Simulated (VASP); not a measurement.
# Sc2InSb3 (I4/mmm) in VASP: a series of runs

The runs below take Sc2InSb3 through equation of state, with PBE.

Program: VASP 6.6.1. These are calculated values, not measurements. Logs are shortened: lines on timing, memory, paths and dates and some standing lists are left out, and cuts for length are marked.

### 1 The structure

Symmetry: I4/mmm, No. 139, tetragonal system. Conventional cell: a = 4.184 Å, b = 4.184 Å, c = 18.630 Å, α = 90.00°, β = 90.00°, γ = 90.00°. Around Sc (site symmetry 4mm) lie 6 Sb at 2.96 to 3.13 Å. Around In (site symmetry 4/mmm) lie 6 Sb at 2.96 to 3.21 Å. Sb (site symmetry 4mm) is surrounded by 5 Sc at 2.96 to 2.98 Å and 1 In at 3.21 Å. Sb (site symmetry 4/mmm) has 4 In at 2.96 Å and 2 Sc at 3.13 Å as nearest neighbours.

The cell was built by a generator and needn't be a form met in nature.

### 2 Equation of state, PBE, 27.18 Å³/atom

File INCAR:

```
ALGO = Normal
EDIFF = 1E-6
EDIFFG = -0.02
ENCUT = 520
GGA = PE
IBRION = 2
ISIF = 4
ISMEAR = 0
KPAR = 8
LASPH = T
LCHARG = F
LREAL = F
LWAVE = F
NELM = 100
NSW = 30
PREC = Accurate
SIGMA = 0.1
```

File KPOINTS:

```
k-points
0
Gamma
  10 10 10
```

File POSCAR:

```
Sc2InSb3
1.0
   -2.0920600000      2.0920600000      9.3151300000
    2.0920600000     -2.0920600000      9.3151300000
    2.0920600000      2.0920600000     -9.3151300000
Sc In Sb
2 1 3
Direct
    0.6679730000      0.6679730000      0.0000000000
    0.3320270000      0.3320270000      0.0000000000
    0.0000000000      0.0000000000      0.0000000000
    0.8279420000      0.8279420000      0.0000000000
    0.1720580000      0.1720580000      0.0000000000
    0.5000000000      0.5000000000      0.0000000000
```

Potentials or basis: VASP PAW PBE potentials, release 64 (Sc_sv, In_d, Sb).

Run with:

```sh
$ cat potpaw_PBE.64/Sc_sv/POTCAR potpaw_PBE.64/In_d/POTCAR potpaw_PBE.64/Sb/POTCAR > POTCAR
$ mpirun -np 8 vasp_std > vasp.out
```

OUTCAR:

```text
EDIFF = 1E-6
   EDIFFG = -0.02
   ENCUT = 520
   GGA = PE
   IBRION = 2
   ISIF = 4
   ISMEAR = 0
   LASPH = T
   LREAL = F
   NELM = 100
   NSW = 30
   PREC = Accurate

 ion  position               nearest neighbor table
   1  0.668  0.668  0.000-   5 2.96   5 2.96   5 2.96   5 2.96   4 2.98   6 3.13
   2  0.332  0.332  0.000-   4 2.96   4 2.96   4 2.96   4 2.96   5 2.98   6 3.13
   3  0.000  0.000  0.000-   6 2.96   6 2.96   6 2.96   6 2.96   5 3.21   4 3.21
   4  0.828  0.828  0.000-   2 2.96   2 2.96   2 2.96   2 2.96   1 2.98   3 3.21
   5  0.172  0.172  0.000-   1 2.96   1 2.96   1 2.96   1 2.96   2 2.98   3 3.21
   6  0.500  0.500  0.000-   3 2.96   3 2.96   3 2.96   3 2.96   2 3.13   1 3.13

  LATTYP: Found a body centered tetragonal cell.
 ALAT       =     4.1841200000
 C/A-ratio  =     4.4526113018

  Lattice vectors:

 A1 = (  -2.0920600000,   2.0920600000,   9.3151300000)
 A2 = (   2.0920600000,  -2.0920600000,   9.3151300000)
 A3 = (   2.0920600000,   2.0920600000,  -9.3151300000)

Analysis of symmetry for initial positions (statically):
=====================================================================
 Subroutine PRICEL returns:
 Original cell was already a primitive cell.

 Routine SETGRP: Setting up the symmetry group for a
 body centered tetragonal supercell.

 Subroutine GETGRP returns: Found 16 space group operations
 (whereof 16 operations were pure point group operations)
 out of a pool of 16 trial point group operations.

The static configuration has the point symmetry D_4h.

Analysis of symmetry for dynamics (positions and initial velocities):
=====================================================================
 Subroutine PRICEL returns:
 Original cell was already a primitive cell.

 Routine SETGRP: Setting up the symmetry group for a
 body centered tetragonal supercell.

 Subroutine GETGRP returns: Found 16 space group operations
 (whereof 16 operations were pure point group operations)
 out of a pool of 16 trial point group operations.

The dynamic configuration has the point symmetry D_4h.

 Subroutine INISYM returns: Found 16 space group operations
 (whereof 16 operations are pure point group operations),
 and found     1 'primitive' translations

----------------------------------------------------------------------------------------

[... 99 lines left out ...]
   NELM   =    100;   NELMIN=  2; NELMDL= -5     # of ELM steps
   EDIFF  = 0.1E-05   stopping-criterion for ELM
   LREAL  =      F    real-space projection
   EDIFFG = -.2E-01   stopping-criterion for IOM
   NSW    =     30    number of steps for IOM
   IBRION =      2    ionic relax: 0-MD 1-quasi-New 2-CG
   NFREE  =      1    steps in history (QN), initial steepest desc. (CG)
   ISIF   =      4    stress and relaxation
   ISYM   =      2    0-nonsym 1-usesym 2-fastsym
   POTIM  = 0.5000    time-step for ionic-motion
   TEBEG  =    0.0;   TEEND  =   0.0 temperature during run
   PSTRESS=    0.0 pullay stress
   NELECT =      50.0000    total number of electrons
   NUPDOWN=      -1.0000    fix difference up-down
   EMIN   =  10.00;   EMAX   =-10.00  energy-range for DOS
   EFERMI =   0.00;   METHOD = LEGACY
   ISMEAR =     0;   SIGMA  =   0.10  broadening in eV -4-tet -1-fermi 0-gaus
   EFERMI_NEDOS =   21; number of points for ismear=-14 and -15
   IALGO  =     38    algorithm
   IMIX   =      4    mixing-type and parameters
     AMIX     =   0.40;   BMIX     =  1.00
     AMIX_MAG =   1.60;   BMIX_MAG =  1.00
  volume/ion in A,a.u.               =      27.18       183.42
  Fermi-wavevector in a.u.,A,eV,Ry     =   1.103907  2.086082 16.580201  1.218610
  Thomas-Fermi vector in A             =   2.240372
   LORBIT       =      0    0 simple, 1 ext, 2 COOP (PROOUT), +10 PAW based schemes
   GGA     = PE    functional components
   LHFCALC =     F    Hartree Fock is set to
   AEXX    =    0.0000 exact exchange contribution
   IVDW    =     0    specifies the selected vdW correction
   LEPSILON=     F    determine dielectric tensor
   LRPA    =     F    only Hartree local field effects (RPA)
 conjugate gradient relaxation of ions
 non-spin polarized calculation
 Gauss-broadening in eV      SIGMA  =   0.10
  energy-cutoff  :      520.00
  volume of cell :      163.08
 maximum number of plane-waves:      4410
 NGX is ok and might be reduce to    80
   NGX = 37   NGY = 37   NGZ = 37

 number of electron      50.0000000 magnetization

 Free energy of the ion-electron system (eV)
  ---------------------------------------------------
  ext. energy  EPLUGINS =         0.00000000
  ---------------------------------------------------
  free energy    TOTEN  =       -30.75856213 eV

  energy without entropy =      -30.74437041  energy(sigma->0) =      -30.75146627

 E-fermi :   5.8844     XC(G=0):  -9.7870

 val. band max:        5.8843549564   @ k =  -0.1000   0.1000   0.1000
 cond. band min:       5.8855569512   @ k =   0.2000   0.1000  -0.0000
 fundamental gap:      0.0012019948
 Fermi energy:         5.8843797115

 k-point     1 :       0.0000    0.0000    0.0000
  band No.  band energies     occupation
      1     -43.9903      2.00000
      2     -43.9890      2.00000
      3     -22.6434      2.00000
      4     -22.6302      2.00000
      5     -22.5937      2.00000
      6     -22.5937      2.00000
[... 781 lines left out ...]
     29       7.7412      0.00000
     30       7.8830      0.00000

 [... further k-points ...]
[... 5 lines left out ...]
  --------------------------------------------------------------------------------------
  -------------------------------------------------------------------------------------
  Total        0.0092744      0.0092744     -0.0246645      0.0000000     -0.0000000      0.0000000
  in kB        0.0911172      0.0911172     -0.2423178      0.0000000     -0.0000000      0.0000000
  external PRESSURE =      -0.0200278 kB  Pullay stress =       0.0000000 kB

 VOLUME and BASIS-vectors are now :
 -----------------------------------------------------------------------------
  energy-cutoff  :      520.00
  volume of cell :      163.08
      direct lattice vectors                 reciprocal lattice vectors
    -2.092060000  2.092060000  9.315130000     0.000000000  0.238998881  0.053676116
     2.092060000 -2.092060000  9.315130000     0.238998881  0.000000000  0.053676116
     2.092060000  2.092060000 -9.315130000     0.238998881  0.238998881  0.000000000

 POSITION                                       TOTAL-FORCE (eV/Angst)
 -----------------------------------------------------------------------------------
      0.00000      0.00000     12.44451        -0.000000     -0.000000      0.001402
      0.00000      0.00000      6.18575         0.000000      0.000000     -0.001402
      0.00000      0.00000      0.00000         0.000000      0.000000      0.000000
      0.00000      0.00000     15.42477        -0.000000     -0.000000     -0.008076
      0.00000      0.00000      3.20549         0.000000      0.000000      0.008076
      0.00000      0.00000      9.31513         0.000000      0.000000     -0.000000
 -----------------------------------------------------------------------------------
    total drift:                               -0.000000      0.000000      0.000000

  FREE ENERGIE OF THE ION-ELECTRON SYSTEM (eV)
  ---------------------------------------------------
  free  energy   TOTEN  =       -30.7585621337 eV

  energy  without entropy=      -30.7443704111  energy(sigma->0) =      -30.75146627

 reached required accuracy - stopping structural energy minimisation
```

OSZICAR:

```text
N       E                     dE             d eps       ncg     rms          rms(c)
DAV:   1     0.670665541627E+03    0.67067E+03   -0.21007E+04  6152   0.162E+03
DAV:   2     0.534735636976E+02   -0.61719E+03   -0.60937E+03  8056   0.587E+02
DAV:   3    -0.291236554691E+02   -0.82597E+02   -0.80465E+02 10160   0.230E+02
DAV:   4    -0.339816503665E+02   -0.48580E+01   -0.47282E+01  9274   0.483E+01
DAV:   5    -0.341681065568E+02   -0.18646E+00   -0.18542E+00  9494   0.105E+01    0.106E+01
DAV:   6    -0.308010332663E+02    0.33671E+01   -0.14678E+01  9536   0.276E+01    0.416E+00
DAV:   7    -0.307649081563E+02    0.36125E-01   -0.47038E-01  8964   0.478E+00    0.216E+00
DAV:   8    -0.307570333630E+02    0.78748E-02   -0.87637E-02  9346   0.192E+00    0.469E-01
DAV:   9    -0.307584093028E+02   -0.13759E-02   -0.12449E-02  9332   0.715E-01    0.254E-01
DAV:  10    -0.307584867991E+02   -0.77496E-04   -0.12860E-03  9172   0.273E-01    0.172E-01
DAV:  11    -0.307585573600E+02   -0.70561E-04   -0.20144E-04 10036   0.973E-02    0.578E-02
DAV:  12    -0.307585617065E+02   -0.43465E-05   -0.27670E-05  8122   0.326E-02    0.871E-03
DAV:  13    -0.307585621337E+02   -0.42721E-06   -0.72253E-06  7720   0.206E-02
   1 F= -.30758562E+02 E0= -.30751466E+02  d E =-.307586E+02
```

It took 4.9 min on 8 MPI ranks of Intel Xeon 6975P-C (Granite Rapids), shared host; peak memory 1.3 GiB.

Results:

| Property | Result |
| --- | --- |
| Free energy | -30.7586 eV |
| Pressure | 0.0 GPa |
| Largest force | 0.008 eV/Å |
| Band gap on the k mesh | none (metal or under the smearing width) |

### 3 Equation of state, PBE, 26.36 Å³/atom (volume scaled by 0.97)

INCAR is that of step 2.

KPOINTS is that of step 2.

Changes to POSCAR since step 2:

```diff
@@ -2,5 +2,5 @@
 1.0
-   -2.0920600000      2.0920600000      9.3151300000
-    2.0920600000     -2.0920600000      9.3151300000
-    2.0920600000      2.0920600000     -9.3151300000
+   -2.0709266359      2.0709266359      9.2210313443
+    2.0709266359     -2.0709266359      9.2210313443
+    2.0709266359      2.0709266359     -9.2210313443
 Sc In Sb
```

Potentials or basis: VASP PAW PBE potentials, release 64 (Sc_sv, In_d, Sb).

Run with:

```sh
$ cat potpaw_PBE.64/Sc_sv/POTCAR potpaw_PBE.64/In_d/POTCAR potpaw_PBE.64/Sb/POTCAR > POTCAR
$ mpirun -np 8 vasp_std > vasp.out
```

Wall time 11 min (8 MPI ranks of Intel Xeon 6975P-C (Granite Rapids), shared host); peak memory 1.2 GiB.

It converged, with:

```yaml
Free_energy: -30.7309 eV
Pressure: 1.8 GPa
Largest_force: 0.005 eV/Å
Band_gap_on_the_k_mesh: none (metal or under the smearing width)
```

### 4 Equation of state, PBE, 28.00 Å³/atom (volume scaled by 1.03)

INCAR is that of step 3.

KPOINTS is that of step 3.

Changes to POSCAR since step 3:

```diff
@@ -2,5 +2,5 @@
 1.0
-   -2.0709266359      2.0709266359      9.2210313443
-    2.0709266359     -2.0709266359      9.2210313443
-    2.0709266359      2.0709266359     -9.2210313443
+   -2.1127748125      2.1127748125      9.4073650084
+    2.1127748125     -2.1127748125      9.4073650084
+    2.1127748125      2.1127748125     -9.4073650084
 Sc In Sb
```

Run with:

```sh
$ cat potpaw_PBE.64/Sc_sv/POTCAR potpaw_PBE.64/In_d/POTCAR potpaw_PBE.64/Sb/POTCAR > POTCAR
$ mpirun -np 8 vasp_std > vasp.out
```

Run time: 18 min. Hardware: 8 MPI ranks of Intel Xeon 6975P-C (Granite Rapids), shared host; peak memory 1.4 GiB.

The run converged. Its results:

```yaml
Free_energy: -30.7356 eV
Pressure: -1.5 GPa
Largest_force: 0.006 eV/Å
Band_gap_on_the_k_mesh: none (metal or under the smearing width)
```

### 5 Equation of state, PBE, 25.55 Å³/atom (volume scaled by 0.94)

INCAR is that of step 4.

KPOINTS is that of step 4.

Changes to POSCAR since step 4:

```diff
@@ -2,5 +2,5 @@
 1.0
-   -2.1127748125      2.1127748125      9.4073650084
-    2.1127748125     -2.1127748125      9.4073650084
-    2.1127748125      2.1127748125     -9.4073650084
+   -2.0493529146      2.0493529146      9.1249719489
+    2.0493529146     -2.0493529146      9.1249719489
+    2.0493529146      2.0493529146     -9.1249719489
 Sc In Sb
```

Run with:

```sh
$ cat potpaw_PBE.64/Sc_sv/POTCAR potpaw_PBE.64/In_d/POTCAR potpaw_PBE.64/Sb/POTCAR > POTCAR
$ mpirun -np 8 vasp_std > vasp.out
```

Run time: 8.7 min. Hardware: 8 MPI ranks of Intel Xeon 6975P-C (Granite Rapids), shared host; peak memory 1.1 GiB.

Results (log left out):

```
Free energy            : -30.6435 eV
Pressure               : 3.9 GPa
Largest force          : 0.015 eV/Å
Band gap on the k mesh : none (metal or under the smearing width)
```

### 6 Equation of state, PBE, 28.81 Å³/atom (volume scaled by 1.06)

INCAR is that of step 5.

KPOINTS is that of step 5.

Changes to POSCAR since step 5:

```diff
@@ -2,5 +2,5 @@
 1.0
-   -2.0493529146      2.0493529146      9.1249719489
-    2.0493529146     -2.0493529146      9.1249719489
-    2.0493529146      2.0493529146     -9.1249719489
+   -2.1330912013      2.1330912013      9.4978259905
+    2.1330912013     -2.1330912013      9.4978259905
+    2.1330912013      2.1330912013     -9.4978259905
 Sc In Sb
```

Potentials or basis: VASP PAW PBE potentials, release 64 (Sc_sv, In_d, Sb).

Run with:

```sh
$ cat potpaw_PBE.64/Sc_sv/POTCAR potpaw_PBE.64/In_d/POTCAR potpaw_PBE.64/Sb/POTCAR > POTCAR
$ mpirun -np 8 vasp_std > vasp.out
```

It took 14 min on 8 MPI ranks of Intel Xeon 6975P-C (Granite Rapids), shared host; peak memory 1.5 GiB.

Results (log left out):

- Free energy: -30.6700 eV
- Pressure: -2.8 GPa
- Largest force: 0.008 eV/Å
- Band gap on the k mesh: none (metal or under the smearing width)
